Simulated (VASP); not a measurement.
VASP input:

### POSCAR
```
AgCl
1
    0.0000000000     2.7221652666     2.7221652666
    2.7221652666     0.0000000000     2.7221652666
    2.7221652666     2.7221652666     0.0000000000
Ag Cl
1 1
Direct
  0.0000000000   0.0000000000   0.0000000000
  0.5000000000   0.5000000000   0.5000000000
```

INCAR:
```
SYSTEM = AgCl
PREC = Accurate; ENCUT = 520; LREAL = .False.
LASPH = .True.
EDIFF = 1E-7; NELM = 100; ALGO = Normal
LMAXMIX = 4
ISMEAR = -5
GGA = PS
ISIF = 2
LWAVE = .False.; LCHARG = .True.; LORBIT = 11
NEDOS = 601
```

**KPOINTS**
```
Automatic mesh
0
Gamma
9 9 9
0 0 0
```

POTCAR, in this order: Ag Cl (PBE.64 set). Program: vasp_std.

Question: Translate this PBEsol calculation to Quantum ESPRESSO's pw.x.

Answer: One equivalent input (not run):
```
&CONTROL
  calculation = 'scf'
  pseudo_dir = './pseudo'
  outdir = './out'
  tprnfor = .true.
  tstress = .true.
/
&SYSTEM
  ibrav = 0
  nat = 2
  ntyp = 2
  ecutwfc = 82
  occupations = 'tetrahedra'
  input_dft = 'pbesol'
/
&ELECTRONS
  conv_thr = 7.3e-09
  electron_maxstep = 100
/
ATOMIC_SPECIES
  Ag 107.868 Ag.upf
  Cl 35.450 Cl.upf
CELL_PARAMETERS angstrom
     0.0000000    2.7221653    2.7221653
     2.7221653    0.0000000    2.7221653
     2.7221653    2.7221653    0.0000000
ATOMIC_POSITIONS crystal
  Ag   0.0000000  0.0000000  0.0000000
  Cl   0.5000000  0.5000000  0.5000000
K_POINTS automatic
  9 9 9 0 0 0
```
What does not carry over: the potentials are each code's own (VASP's PAW set, PseudoDojo norm-conserving files in pw.x), so ENCUT and ecutwfc are chosen apart and not converted; conv_thr bounds pw.x's estimated SCF error, while EDIFF bounds the energy change between steps.

The compound is AgCl in the rock salt structure. It was relaxed first, which changed the volume by -6 %.
